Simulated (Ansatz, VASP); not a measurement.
**Two plane-wave programs on Li2ICl**

```xyz
4
Lattice="4.0327 0.0000 0.0000 0.0000 4.0327 0.0000 0.0000 0.0000 5.5934" Properties=species:S:1:pos:R:3 pbc="T T T"
Li    0.0000    0.0000    0.0000
Li    2.0163    2.0163    2.7967
I     2.0163    2.0163    0.0000
Cl    0.0000    0.0000    2.7967
```

Alike in both runs: functional PBE; k mesh 6 × 6 × 4; occupations gaussian, width 0.02 eV; no spin polarisation.

Ansatz relaxed the structure, and its values are those at the end. VASP's run is a single point on that final structure, the one shown.

|  | VASP | Ansatz |
| --- | --- | --- |
| version | VASP 6.6.1 | Ansatz 0.2.0 |
| potentials or method | VASP PAW PBE potentials, release 64 (Li_sv, I, Cl) | scalar-relativistic, plane waves, PAW |
| plane-wave cutoff (eV) | 520 | 420 |
| valence electrons in the cell | 20 | 30 |

```tsv
	VASP	Ansatz	Ansatz less VASP
gap on the k mesh at the Fermi level (eV)	4.63	4.63	-0.005
least direct gap on the mesh (eV)	4.64	4.65	+0.009
```

The two sets of potentials don't hold the same shells in valence.

Caveats: spin-orbit coupling is left out, which moves the levels of the heavy elements. A k mesh can miss the band edges. A hybrid or GW would open this gap; PBE tends to underestimate it.
